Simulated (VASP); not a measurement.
# BaTiO3 (P4mm) in VASP: Born charges and dielectric tensor with LDA

Aim: the Born charges and dielectric tensor of BaTiO3 with LDA.

All numbers are computed with VASP 6.6.1; they aren't measurements. Logs are shortened: lines on timing, memory, paths and dates and some standing lists are left out, and cuts for length are marked.

## 1. Starting point

The structure is tetragonal, space group P4mm (No. 99). The conventional cell has a = 3.990 Å, b = 3.990 Å, c = 4.103 Å, α = 90.00°, β = 90.00°, γ = 90.00°. Ba (site symmetry 4mm) has 12 O at 2.81 to 2.92 Å as nearest neighbours. Ti (site symmetry 4mm) is surrounded by 5 O at 1.84 to 2.00 Å. O (site symmetry 2mm) is surrounded by 2 Ti at 2.00 Å. Around O (site symmetry 4mm) lie 1 Ti at 1.84 Å.

The cell is a database's computed one.

## 2. Born charges and dielectric tensor, LDA

INCAR reads:

```
PREC = Accurate
ENCUT = 600
EDIFF = 1E-8
ISMEAR = 0
SIGMA = 0.02
LREAL = F
LASPH = T
NELM = 60
ALGO = Normal
ISIF = 2
LWAVE = F
LCHARG = F
LEPSILON = T
IBRION = 8
NSW = 1
```

KPOINTS reads:

```
regular mesh
0
Gamma
  8 8 8
```

POSCAR reads:

```
BaTiO3
1.0
    3.9903792100      0.0000000000      0.0000000000
    0.0000000000      3.9903792100      0.0000000000
    0.0000000000      0.0000000000      4.1026553900
Ba Ti O
1 1 3
Direct
    0.5000000000      0.5000000000      0.5825414600
    0.0000000000      0.0000000000      0.1000427000
    0.0000000000      0.5000000000      0.0642205400
    0.5000000000      0.0000000000      0.0642205400
    0.0000000000      0.0000000000      0.5489717500
```

Potentials or basis: VASP PAW LDA potentials, release 64 (Ba_sv, Ti_sv, O).

Launch:

```console
$ cat potpaw_LDA.64/Ba_sv/POTCAR potpaw_LDA.64/Ti_sv/POTCAR potpaw_LDA.64/O/POTCAR > POTCAR
$ mpirun -np 1 vasp_std > vasp.out
```

OUTCAR:

```text
PREC = Accurate
   ENCUT = 600
   EDIFF = 1E-8
   ISMEAR = 0
   LREAL = F
   LASPH = T
   NELM = 60
   ISIF = 2
   LEPSILON = T
   IBRION = 8
   NSW = 1

 ion  position               nearest neighbor table
   1  0.500  0.500  0.583-   3 2.81   4 2.81   4 2.81   3 2.81   5 2.82   5 2.82   5 2.82   5 2.82
                             3 2.92   4 2.92   3 2.92   4 2.92   2 3.45   2 3.45   2 3.45   2 3.45
   2  0.000  0.000  0.100-   5 1.84   4 2.00   3 2.00   3 2.00   4 2.00   5 2.26   1 3.45   1 3.45
                             1 3.45   1 3.45   1 3.53   1 3.53   1 3.53   1 3.53
   3  0.000  0.500  0.064-   2 2.00   2 2.00   1 2.81   1 2.81   1 2.92   1 2.92
   4  0.500  0.000  0.064-   2 2.00   2 2.00   1 2.81   1 2.81   1 2.92   1 2.92
   5  0.000  0.000  0.549-   2 1.84   2 2.26   1 2.82   1 2.82   1 2.82   1 2.82

  LATTYP: Found a simple tetragonal cell.
 ALAT       =     3.9903792100
 C/A-ratio  =     1.0281367194

  Lattice vectors:

 A1 = (   3.9903792100,   0.0000000000,   0.0000000000)
 A2 = (   0.0000000000,   3.9903792100,   0.0000000000)
 A3 = (   0.0000000000,   0.0000000000,   4.1026553900)

Analysis of symmetry for initial positions (statically):
=====================================================================
 Subroutine PRICEL returns:
 Original cell was already a primitive cell.

 Routine SETGRP: Setting up the symmetry group for a
 simple tetragonal supercell.

 Subroutine GETGRP returns: Found  8 space group operations
[... 965 lines left out ...]
  --------------------------------------------------------------------------------
  x     0.00000     0.00000     0.00000     0.00000     0.00000    -2.18402
  y     0.00000     0.00000     0.00000     0.00000    -2.25482     0.00000
  z    -3.58780    -3.58780   -24.45851     0.00000     0.00000     0.00000

 SECOND DERIVATIVES (NOT SYMMETRIZED)
 ------------------------------------
               1X          1Y          1Z          2X          2Y          2Z          3X          3Y          3Z          4X          4Y          4Z          5X          5Y          5Z
  1X    -5.703401    0.000000    0.000000    3.188712    0.000000    0.000000    0.446397    0.000000    0.000000    1.261858    0.000000    0.000000    0.806434    0.000000    0.000000
  1Y     0.000000   -5.703401    0.000000    0.000000    3.188712    0.000000    0.000000    1.261858    0.000000    0.000000    0.446397    0.000000    0.000000    0.806434    0.000000
  1Z     0.000000   -0.000000   -5.309280   -0.000000   -0.000000    3.774697    0.000000    0.000000    0.301731    0.000000    0.000000    0.301731    0.000000   -0.000000    0.931121
  2X     3.183892    0.000000    0.000000   -0.503144    0.000000    0.000000    0.741646    0.000000    0.000000   -4.649351    0.000000    0.000000    1.226956    0.000000    0.000000
  2Y     0.000000    3.183892    0.000000    0.000000   -0.503144    0.000000    0.000000   -4.649351    0.000000    0.000000    0.741646    0.000000    0.000000    1.226956    0.000000
  2Z     0.000000    0.000000    3.788838    0.000000    0.000000  -12.302050    0.000000    0.000000    2.213474    0.000000    0.000000    2.213474    0.000000    0.000000    4.086264
  3X     0.441452    0.000000    0.000000    0.731420    0.000000    0.000000   -5.298596    0.000000    0.000000    4.585026    0.000000    0.000000   -0.459303    0.000000    0.000000
  3Y     0.000000    1.266790    0.000000    0.000000   -4.659145    0.000000    0.000000   -5.031598    0.000000    0.000000    4.574623    0.000000    0.000000    3.849330    0.000000
  3Z     0.000000    0.000000    0.295273    0.000000    0.000000    2.218658    0.000000    0.000000   -5.407908    0.000000    0.000000   -0.664259    0.000000    0.000000    3.558237
  4X     1.266790    0.000000    0.000000   -4.659145    0.000000    0.000000    4.574623    0.000000    0.000000   -5.031598    0.000000    0.000000    3.849330    0.000000    0.000000
  4Y     0.000000    0.441452    0.000000    0.000000    0.731420    0.000000    0.000000    4.585026    0.000000    0.000000   -5.298596    0.000000    0.000000   -0.459303    0.000000
  4Z     0.000000    0.000000    0.295273    0.000000    0.000000    2.218658    0.000000    0.000000   -0.664259    0.000000    0.000000   -5.407908    0.000000    0.000000    3.558237
  5X     0.790276    0.000000    0.000000    1.237214    0.000000    0.000000   -0.461020    0.000000    0.000000    3.837041    0.000000    0.000000   -5.403511    0.000000    0.000000
  5Y     0.000000    0.790276    0.000000    0.000000    1.237214    0.000000    0.000000    3.837041    0.000000    0.000000   -0.461020    0.000000    0.000000   -5.403511    0.000000
  5Z     0.000000    0.000000    0.921203    0.000000    0.000000    4.121830    0.000000    0.000000    3.542547    0.000000    0.000000    3.542547    0.000000    0.000000  -12.128127

 Eigenvectors and eigenvalues of the dynamical matrix
 ----------------------------------------------------

   1 f  =   15.186250 THz    95.418020 2PiTHz  506.558761 cm-1    62.805254 meV
             X         Y         Z           dx          dy          dz
      1.995190  1.995190  2.389967    -0.000000    0.000000   -0.008750
      0.000000  0.000000  0.410441     0.000000    0.000000   -0.112164
      0.000000  1.995190  0.263475    -0.000000    0.000000   -0.329267
      1.995190  0.000000  0.263475     0.000000   -0.000000   -0.329267
      0.000000  0.000000  2.252242    -0.000000   -0.000000    0.877787
[... 105 lines left out ...]
  15 f/i=    5.339896 THz    33.551555 2PiTHz  178.119753 cm-1    22.084025 meV
             X         Y         Z           dx          dy          dz
      1.995190  1.995190  2.389967     0.013543    0.003963    0.000000
      0.000000  0.000000  0.410441     0.640047    0.187275   -0.000000
      0.000000  1.995190  0.263475    -0.326184   -0.173617   -0.000000
      1.995190  0.000000  0.263475    -0.593370   -0.095440    0.000000
      0.000000  0.000000  2.252242    -0.229810   -0.067241    0.000000

--------------------------------------------------------------------------------------------------------

 MACROSCOPIC STATIC DIELECTRIC TENSOR IONIC CONTRIBUTION
 ------------------------------------------------------
           0.824133     0.000000    -0.000000
           0.000000     0.824133     0.000000
          -0.000000     0.000000    20.537114
 ------------------------------------------------------

 ELASTIC MODULI CONTR FROM IONIC RELAXATION (kBar)
 Direction    XX          YY          ZZ          XY          YZ          ZX
 --------------------------------------------------------------------------------
 XX         -70.8974     18.2367   -192.2195      0.0000      0.0000      0.0000
 YY          18.2367    -70.8974   -192.2195      0.0000     -0.0000     -0.0000
 ZZ        -192.2195   -192.2195  -1815.1267      0.0000     -0.0000      0.0000
 XY           0.0000      0.0000      0.0000      0.0000      0.0000      0.0000
 YZ           0.0000     -0.0000     -0.0000      0.0000    -21.6724      0.0000
 ZX           0.0000     -0.0000      0.0000      0.0000      0.0000    -15.1225
 --------------------------------------------------------------------------------

 PIEZOELECTRIC TENSOR IONIC CONTR  for field in x, y, z        (C/m^2)
          XX          YY          ZZ          XY          YZ          ZX
  --------------------------------------------------------------------------------
  x    -0.00000     0.00000    -0.00000     0.00000    -0.00000     0.05527
  y    -0.00000     0.00000     0.00000     0.00000     0.05264     0.00000
  z     0.38788     0.38788     4.81141     0.00000     0.00000    -0.00000
```

stdout:

```text
POSCAR found type information on POSCAR BaTiO
 POSCAR found :  3 types and       5 ions
 scaLAPACK will be used
 LDA part: xc-table for (Slater(with rela. corr.)+CA(PZ))
 , standard interpolation
 POSCAR, INCAR and KPOINTS ok, starting setup
 FFT: planning ... GRIDC
 FFT: planning ... GRID_SOFT
 FFT: planning ... GRID
 WAVECAR not read
[... 77 lines left out ...]
 force on displaced ion       3 direction 3 :   0.000   0.000  -5.408
 Born effective charge ion    3 direction 3 :   0.000   0.000  -1.910
 Linear response progress:
 first order change of Fermi-energy   0.50493E-03
 force on displaced ion       5 direction 1 :  -5.404   0.000  -0.001
 Born effective charge ion    5 direction 1 :  -1.987   0.000   0.000
 Linear response progress:
 first order change of Fermi-energy  -0.20017E+02
 force on displaced ion       5 direction 3 :  -0.000   0.000 -12.128
 Born effective charge ion    5 direction 3 :   0.000   0.000  -4.509
 Born effective charges drift removed
 Linear response finished
```

It took 62 min on 1 thread of Intel Xeon 6975P-C (Granite Rapids), shared host; peak memory 0.85 GiB.

Results:

| Property | Result |
| --- | --- |
| Band gap on the k mesh | 1.69 eV, indirect (least direct gap 2.15 eV) |
| Electronic dielectric tensor (diagonal) | 6.49, 6.49, 5.62 |
| Born charges (mean of the diagonal) | Ba +2.75; Ti +6.54; O -3.23, -2.83 e |
| Highest phonon frequency at Γ, LO-TO splitting left out | 507 cm⁻¹ |
| Most unstable mode | 178i cm⁻¹ |

Phonon frequencies in cm⁻¹ (negative: imaginary):
```csv
q point,frequencies
"(0.000, 0.000, 0.000)",-178 -178 0 0 0 157 165 165 284 289 289 330 450 450 507
```

Electronic dielectric tensor:
```
6.49 0.00 0.00
0.00 6.49 0.00
0.00 0.00 5.62
```

Born effective charge tensors (e):
atom 1, Ba
```
2.70 0.00 0.00
0.00 2.70 0.00
0.00 0.00 2.83
```
atom 2, Ti
```
7.06 0.00 0.00
0.00 7.06 0.00
0.00 0.00 5.51
```
atom 3, O
```
-2.13  0.00  0.00
 0.00 -5.64  0.00
 0.00  0.00 -1.92
```
atom 4, O
```
-5.64  0.00  0.00
 0.00 -2.13  0.00
 0.00  0.00 -1.92
```
atom 5, O
```
-1.99  0.00  0.00
 0.00 -1.99  0.00
 0.00  0.00 -4.51
```

Caveat: some modes are imaginary; spin-orbit coupling is left out, which moves the levels of the heavy elements.
